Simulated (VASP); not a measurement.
OSZICAR of a VASP run on TiB2 (AlB2 type):

### OSZICAR
```
       N       E                     dE             d eps       ncg     rms          rms(c)
DAV:   1     0.123123293589E+03    0.12312E+03   -0.96624E+03  2080   0.162E+03
DAV:   2    -0.293829986846E+02   -0.15251E+03   -0.14868E+03  2145   0.406E+02
DAV:   3    -0.390711839835E+02   -0.96882E+01   -0.94851E+01  3055   0.977E+01
DAV:   4    -0.394107643628E+02   -0.33958E+00   -0.33851E+00  2684   0.165E+01
DAV:   5    -0.394226016561E+02   -0.11837E-01   -0.11837E-01  3063   0.264E+00    0.184E+01
DAV:   6    -0.308744494970E+02    0.85482E+01   -0.25378E+01  2844   0.735E+01    0.332E+00
DAV:   7    -0.308996408146E+02   -0.25191E-01   -0.15890E+00  2278   0.157E+01    0.309E+00
DAV:   8    -0.308311863788E+02    0.68454E-01   -0.68551E-01  2435   0.106E+01    0.128E+00
DAV:   9    -0.308105381951E+02    0.20648E-01   -0.93084E-01  2435   0.135E+01    0.122E+00
DAV:  10    -0.309611643556E+02   -0.15063E+00   -0.24949E-01  2512   0.533E+00    0.359E-01
DAV:  11    -0.309625338601E+02   -0.13695E-02   -0.67266E-03  2300   0.100E+00    0.288E-01
DAV:  12    -0.309621824119E+02    0.35145E-03   -0.90595E-04  2395   0.360E-01    0.596E-02
DAV:  13    -0.309620724401E+02    0.10997E-03   -0.15653E-03  2375   0.404E-01    0.324E-02
DAV:  14    -0.309622389337E+02   -0.16649E-03   -0.18689E-04  2681   0.190E-01    0.325E-02
DAV:  15    -0.309622629378E+02   -0.24004E-04   -0.27031E-04  2290   0.203E-01    0.228E-02
DAV:  16    -0.309623243182E+02   -0.61380E-04   -0.37530E-05  2407   0.905E-02    0.975E-03
DAV:  17    -0.309623303249E+02   -0.60067E-05   -0.82465E-06  2370   0.322E-02    0.418E-03
DAV:  18    -0.309623331310E+02   -0.28060E-05   -0.34170E-06  2066   0.255E-02    0.133E-03
DAV:  19    -0.309623328958E+02    0.23517E-06   -0.21965E-07  1085   0.597E-03
   1 F= -.30962333E+02 E0= -.30962170E+02  d E =-.309623E+02
       N       E                     dE             d eps       ncg     rms          rms(c)
DAV:   1    -0.311689369715E+02   -0.20660E+00   -0.50653E+00  2497   0.383E+01    0.442E+00
DAV:   2    -0.309770931425E+02    0.19184E+00   -0.12012E+00  2453   0.167E+01    0.946E-01
DAV:   3    -0.309618958911E+02    0.15197E-01   -0.96260E-02  2895   0.335E+00    0.353E-01
DAV:   4    -0.309622248576E+02   -0.32897E-03   -0.18234E-02  2937   0.120E+00    0.147E-01
DAV:   5    -0.309651400811E+02   -0.29152E-02   -0.10010E-02  2938   0.752E-01    0.182E-01
DAV:   6    -0.309661459089E+02   -0.10058E-02   -0.96838E-04  2112   0.443E-01    0.679E-02
DAV:   7    -0.309663434731E+02   -0.19756E-03   -0.14685E-03  2591   0.458E-01    0.513E-02
DAV:   8    -0.309663305174E+02    0.12956E-04   -0.11288E-04  2295   0.125E-01    0.482E-02
DAV:   9    -0.309662893060E+02    0.41211E-04   -0.16600E-05  2210   0.550E-02    0.194E-02
DAV:  10    -0.309662672179E+02    0.22088E-04   -0.39017E-05  2546   0.696E-02    0.893E-03
DAV:  11    -0.309662680812E+02   -0.86327E-06   -0.17665E-06  1854   0.171E-02
   2 F= -.30966268E+02 E0= -.30966173E+02  d E =-.393519E-02
       N       E                     dE             d eps       ncg     rms          rms(c)
DAV:   1    -0.310066997492E+02   -0.40433E-01   -0.90856E-01  2518   0.159E+01    0.184E+00
DAV:   2    -0.309718945219E+02    0.34805E-01   -0.17718E-01  2457   0.656E+00    0.395E-01
DAV:   3    -0.309699846957E+02    0.19098E-02   -0.14121E-02  2852   0.122E+00    0.144E-01
DAV:   4    -0.309701191355E+02   -0.13444E-03   -0.31039E-03  2914   0.514E-01    0.694E-02
DAV:   5    -0.309706053648E+02   -0.48623E-03   -0.16664E-03  2884   0.331E-01    0.717E-02
DAV:   6    -0.309708437044E+02   -0.23834E-03   -0.15633E-04  2286   0.167E-01    0.225E-02
DAV:   7    -0.309708901230E+02   -0.46419E-04   -0.18917E-04  2621   0.148E-01    0.215E-02
DAV:   8    -0.309708865467E+02    0.35763E-05   -0.15069E-05  2280   0.428E-02    0.199E-02
DAV:   9    -0.309708882336E+02   -0.16870E-05   -0.26419E-06  1875   0.218E-02    0.960E-03
DAV:  10    -0.309708942457E+02   -0.60121E-05   -0.71140E-06  2526   0.331E-02    0.448E-03
DAV:  11    -0.309708930940E+02    0.11517E-05   -0.24765E-07  1045   0.701E-03    0.375E-03
DAV:  12    -0.309708937784E+02   -0.68440E-06   -0.10773E-07  1040   0.506E-03
   3 F= -.30970894E+02 E0= -.30970765E+02  d E =-.856088E-02
       N       E                     dE             d eps       ncg     rms          rms(c)
DAV:   1    -0.309739914950E+02   -0.30984E-02   -0.13111E-01  2225   0.614E+00    0.394E-01
DAV:   2    -0.309721645723E+02    0.18269E-02   -0.10812E-02  2187   0.133E+00    0.203E-01
DAV:   3    -0.309718110551E+02    0.35352E-03   -0.67433E-04  2516   0.347E-01    0.961E-02
DAV:   4    -0.309717306679E+02    0.80387E-04   -0.36196E-04  3130   0.201E-01    0.183E-02
DAV:   5    -0.309717671122E+02   -0.36444E-04   -0.17944E-04  2115   0.174E-01    0.100E-02
DAV:   6    -0.309717240472E+02    0.43065E-04   -0.54661E-05  2080   0.107E-01    0.289E-03
DAV:   7    -0.309717223448E+02    0.17024E-05   -0.36577E-06  2348   0.225E-02    0.210E-03
DAV:   8    -0.309717233927E+02   -0.10479E-05   -0.25479E-07  1055   0.732E-03    0.135E-03
DAV:   9    -0.309717241251E+02   -0.73240E-06   -0.12129E-07  1055   0.491E-03
   4 F= -.30971724E+02 E0= -.30971644E+02  d E =-.830347E-03
```

Problem. Which electronic solver shows in the log?

Solution. It is blocked Davidson (ALGO = Normal, or the opening steps of other solvers). The INCAR had ALGO = Normal.

Problem. Can the final energy be trusted as converged?

Solution. Self-consistency was reached. It stopped with EDIFF = 1E-6, NELM = 100, NSW = 60 and EDIFFG = -0.02 after 4 ionic steps (r2SCAN meta-GGA, plane waves, VASP's PBE PAW potentials (set 64)).

The compound is TiB2 in the AlB2 type structure. This run relaxes it. Symmetry was kept, so distortions that lower it aren't found. The start is the result of an earlier pass.
